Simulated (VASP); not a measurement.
# Na3Sb2Pd3 (P1) in VASP: single point with PBE

Aim: the single point of Na3Sb2Pd3 with PBE.

Program: VASP 6.6.1. These are calculated values, not measurements. Logs are shortened: lines on timing, memory, paths and dates and some standing lists are left out, and cuts for length are marked.

**1. The structure**

The typed cell holds 8 atoms: a = 5.388 Å, b = 5.561 Å, c = 7.238 Å, α = 65.25°, β = 114.49°, γ = 122.84°.

The cell was built by a generator and needn't be a form met in nature.

**2. Single point, PBE**

INCAR reads:

```
SYSTEM = Na3Sb2Pd3
PREC = Accurate
ENCUT = 520
EDIFF = 1E-6
ISMEAR = -1
SIGMA = 0.1
LREAL = .False.
LASPH = .True.
NELM = 100
ALGO = Fast
ISIF = 2
LWAVE = .False.
LCHARG = .True.
GGA = PE
LELF = .True.
LVHAR = .True.
NBANDS = 40
```

KPOINTS reads:

```
Automatic mesh
0
Gamma
  4 4 3
  0 0.5 0
```

POSCAR reads:

```
Na3Sb2Pd3
1.0
    5.3839840000     -0.1851950000     -0.0840970000
   -2.8523760000      4.7727680000      0.0878150000
   -2.8427840000      1.7138180000      6.4321040000
Na Pd Sb
3 3 2
Direct
    0.5322530000      0.5377720000      0.5103190000
    0.1109480000      0.8850830000      0.2395860000
    0.9190810000      0.0590080000      0.7561520000
    0.4738250000      0.9871780000      0.0043320000
    0.0026780000      0.5297340000      0.9985830000
    0.5180080000      0.5166310000      0.9867560000
    0.2272500000      0.7690950000      0.7043280000
    0.7063760000      0.2465860000      0.2688680000
```

Potentials or basis: VASP PAW PBE potentials, release 64 (Na_pv, Pd, Sb).

The run is started by

```bash
cat potpaw_PBE.64/Na_pv/POTCAR potpaw_PBE.64/Pd/POTCAR potpaw_PBE.64/Sb/POTCAR > POTCAR
mpirun -np 1 vasp_std > vasp.out
```

OUTCAR:

```text
SYSTEM = Na3Sb2Pd3
   PREC = Accurate
   ENCUT = 520
   EDIFF = 1E-6
   ISMEAR = -1
   LREAL = .False.
   LASPH = .True.
   NELM = 100
   ISIF = 2
   GGA = PE

 ion  position               nearest neighbor table
   1  0.532  0.538  0.510-   7 3.09
   2  0.111  0.885  0.240-   8 2.68   4 2.79   5 2.84   8 2.96   6 2.99   7 3.00
   3  0.919  0.059  0.756-   6 2.87   5 2.90   4 2.93   7 3.07   7 3.08   8 3.12   7 3.26
   4  0.474  0.987  0.004-   8 2.38   5 2.43   7 2.45   6 2.77   2 2.79   5 2.81   6 2.81   3 2.93

   5  0.003  0.530  0.999-   7 2.41   4 2.43   8 2.48   6 2.54   4 2.81   2 2.84   6 2.85   3 2.90

   6  0.518  0.517  0.987-   8 2.20   7 2.44   5 2.54   4 2.77   4 2.81   5 2.85   3 2.87   2 2.99

   7  0.227  0.769  0.704-   5 2.41   6 2.44   4 2.45   2 3.00   3 3.07   3 3.08   1 3.09   3 3.26

   8  0.706  0.247  0.269-   6 2.20   4 2.38   5 2.48   2 2.68   2 2.96   3 3.12

  LATTYP: Found a triclinic cell.
 ALAT       =     5.2397403485
 B/A-ratio  =     1.0612838817
 C/A-ratio  =     1.3371918851
 COS(alpha) =     0.0155215410
 COS(beta)  =     0.3668945258
 COS(gamma) =     0.5036358734

  Lattice vectors:

 A1 = (   2.5316080000,   4.5875730000,   0.0037180000)
 A2 = (  -2.8523760000,   4.7727680000,   0.0878150000)
 A3 = (   2.5412000000,   1.5286230000,   6.3480070000)

Analysis of symmetry for initial positions (statically):
=====================================================================
 Subroutine PRICEL returns:
 Original cell was already a primitive cell.

 Routine SETGRP: Setting up the symmetry group for a
 triclinic supercell.

 Subroutine GETGRP returns: Found  1 space group operations
 (whereof  1 operations were pure point group operations)
 out of a pool of  2 trial point group operations.

The static configuration has the point symmetry C_1 .

Analysis of symmetry for dynamics (positions and initial velocities):
=====================================================================
 Subroutine PRICEL returns:
 Original cell was already a primitive cell.

 Routine SETGRP: Setting up the symmetry group for a
 triclinic supercell.

 Subroutine GETGRP returns: Found  1 space group operations
 (whereof  1 operations were pure point group operations)
 out of a pool of  2 trial point group operations.

[... 112 lines left out ...]
   LREAL  =      F    real-space projection
   EDIFFG = 0.1E-04   stopping-criterion for IOM
   NSW    =      0    number of steps for IOM
   IBRION =     -1    ionic relax: 0-MD 1-quasi-New 2-CG
   NFREE  =      0    steps in history (QN), initial steepest desc. (CG)
   ISIF   =      2    stress and relaxation
   ISYM   =      2    0-nonsym 1-usesym 2-fastsym
   POTIM  = 0.5000    time-step for ionic-motion
   TEBEG  =    0.0;   TEEND  =   0.0 temperature during run
   PSTRESS=    0.0 pullay stress
   NELECT =      61.0000    total number of electrons
   NUPDOWN=      -1.0000    fix difference up-down
   EMIN   =  10.00;   EMAX   =-10.00  energy-range for DOS
   EFERMI =   0.00;   METHOD = LEGACY
   ISMEAR =    -1;   SIGMA  =   0.10  broadening in eV -4-tet -1-fermi 0-gaus
   EFERMI_NEDOS =   21; number of points for ismear=-14 and -15
   IALGO  =     68    algorithm
   IMIX   =      4    mixing-type and parameters
     AMIX     =   0.40;   BMIX     =  1.00
     AMIX_MAG =   1.60;   BMIX_MAG =  1.00
  volume/ion in A,a.u.               =      20.05       135.30
  Fermi-wavevector in a.u.,A,eV,Ry     =   1.186110  2.241422 19.141442  1.406856
  Thomas-Fermi vector in A             =   2.322289
   LORBIT       =      0    0 simple, 1 ext, 2 COOP (PROOUT), +10 PAW based schemes
   GGA     = PE    functional components
   LHFCALC =     F    Hartree Fock is set to
   AEXX    =    0.0000 exact exchange contribution
   IVDW    =     0    specifies the selected vdW correction
   LEPSILON=     F    determine dielectric tensor
   LRPA    =     F    only Hartree local field effects (RPA)
 non-spin polarized calculation
 RMM-DIIS sequential band-by-band and
  energy-cutoff  :      520.00
  volume of cell :      160.39
 maximum number of plane-waves:      4335
   NGX = 21   NGY = 21   NGZ = 27

 number of electron      61.0000004 magnetization

 Free energy of the ion-electron system (eV)
  ---------------------------------------------------
  ext. energy  EPLUGINS =         0.00000000
  ---------------------------------------------------
  free energy    TOTEN  =       -27.39285078 eV

  energy without entropy =      -27.29742772  energy(sigma->0) =      -27.34513925

 E-fermi :   6.0398     XC(G=0): -10.0343

 val. band max:        6.0127859664   @ k =   0.2500   0.3750   0.3333
 cond. band min:       6.0436254096   @ k =  -0.2500  -0.1250   0.3333
 fundamental gap:      0.0308394432
 Fermi energy:         6.0397935697

 k-point     1 :      -0.0000    0.1250   -0.0000
  band No.  band energies     occupation
      1     -18.1544      2.00000
      2     -18.1491      2.00000
      3     -18.1199      2.00000
      4     -17.8042      2.00000
      5     -17.7786      2.00000
      6     -17.7521      2.00000
[... 1021 lines left out ...]
     39      12.2051      0.00000
     40      12.4869      0.00000

------------------------ aborting loop because EDIFF is reached ----------------------------------------

  FORCE on cell =-STRESS in cart. coord.  units (eV):
  Direction    XX          YY          ZZ          XY          YZ          ZX
  --------------------------------------------------------------------------------------
  -------------------------------------------------------------------------------------
  Total       20.5321207     20.1609551     27.1535019      1.8574637     -2.4902748      2.8929028
  in kB      205.0995317    201.3918824    271.2418553     18.5545833    -24.8758619     28.8977946
  external PRESSURE =     225.9110898 kB  Pullay stress =       0.0000000 kB

 VOLUME and BASIS-vectors are now :
 -----------------------------------------------------------------------------
  energy-cutoff  :      520.00
  volume of cell :      160.39
      direct lattice vectors                 reciprocal lattice vectors
     5.383984000 -0.185195000 -0.084097000     0.190462435  0.112831464  0.054114636
    -2.852376000  4.772768000  0.087815000     0.006528217  0.214421613 -0.054246839
    -2.842784000  1.713818000  6.432104000     0.002401087 -0.001452191  0.156918260

 POSITION                                       TOTAL-FORCE (eV/Angst)
 -----------------------------------------------------------------------------------
     -0.11901      3.34268      3.28489        -0.150528     -0.327024     -0.080823
     -2.60834      4.61436      1.60944        -1.497571      0.036615      0.040244
      2.63043      1.40733      4.79154        -0.167840      0.603144     -0.130583
     -0.27705      4.63125      0.07471         1.870698      1.148922     -0.358905
     -4.33534      4.23919      6.46928         0.080812     -2.458356      0.819448
     -1.48981      4.06095      6.34872        -3.344624      1.916337     -3.959566
     -2.97249      4.83572      4.57874         0.320634      0.050117     -4.897442
      2.33543      1.50687      1.69164         2.888419     -0.969754      8.567627
 -----------------------------------------------------------------------------------
    total drift:                               -0.000228     -0.000620     -0.000020

  FREE ENERGIE OF THE ION-ELECTRON SYSTEM (eV)
  ---------------------------------------------------
  free  energy   TOTEN  =       -27.3928507831 eV

  energy  without entropy=      -27.2974277162  energy(sigma->0) =      -27.34513925
```

OSZICAR:

```text
N       E                     dE             d eps       ncg     rms          rms(c)
DAV:   1     0.577226184519E+03    0.57723E+03   -0.28067E+04  1920   0.158E+03
DAV:   2     0.175949346059E+02   -0.55963E+03   -0.53627E+03  1944   0.431E+02
DAV:   3    -0.269372810461E+02   -0.44532E+02   -0.42676E+02  2240   0.127E+02
DAV:   4    -0.283196121491E+02   -0.13823E+01   -0.13758E+01  2168   0.230E+01
DAV:   5    -0.283634732486E+02   -0.43861E-01   -0.43856E-01  2656   0.410E+00    0.152E+01
RMM:   6    -0.276460366394E+02    0.71744E+00   -0.12081E+00  2014   0.531E+00    0.796E+00
RMM:   7    -0.274469335063E+02    0.19910E+00   -0.57052E-01  2274   0.273E+00    0.275E+00
RMM:   8    -0.273987959488E+02    0.48138E-01   -0.23081E-01  2223   0.247E+00    0.673E-01
RMM:   9    -0.273942705417E+02    0.45254E-02   -0.23234E-02  2750   0.924E-01    0.368E-01
RMM:  10    -0.273927957041E+02    0.14748E-02   -0.11648E-02  2359   0.565E-01    0.791E-02
RMM:  11    -0.273928420724E+02   -0.46368E-04   -0.24009E-03  3182   0.269E-01    0.806E-02
RMM:  12    -0.273928505126E+02   -0.84402E-05   -0.41382E-04  2719   0.106E-01    0.465E-02
RMM:  13    -0.273928537556E+02   -0.32430E-05   -0.70607E-05  3003   0.432E-02    0.301E-02
RMM:  14    -0.273928521035E+02    0.16521E-05   -0.18605E-05  2283   0.226E-02    0.200E-02
RMM:  15    -0.273928498370E+02    0.22665E-05   -0.64552E-06  2333   0.148E-02    0.297E-03
RMM:  16    -0.273928507831E+02   -0.94609E-06   -0.22154E-06  1529   0.705E-03
   1 F= -.27392851E+02 E0= -.27345139E+02  d E =-.954231E-01
```

It took 2.8 min on 1 thread of AMD EPYC 7R13 (Zen 3), shared host; peak memory 0.33 GiB.

What came out:

```
Free energy            : -27.3929 eV
Pressure               : 22.6 GPa
Largest force          : 9.093 eV/Å
Band gap on the k mesh : none (metal or under the smearing width)
```

Forces in eV/Å, atoms in the order of the input:
```
Na  -0.151 -0.327 -0.081
Na  -1.498  0.037  0.040
Na  -0.168  0.603 -0.131
Pd   1.871  1.149 -0.359
Pd   0.081 -2.458  0.819
Pd  -3.345  1.916 -3.960
Sb   0.321  0.050 -4.897
Sb   2.888 -0.970  8.568
```

Caveat: so large a pressure means that the cell lies far from this level's equilibrium, or that cutoff or potentials fall short; forces of over 1 eV/Å show positions far from the minimum, so gaps and moduli don't describe the material at rest. Spin-orbit coupling is left out, which matters for the levels of Sb.
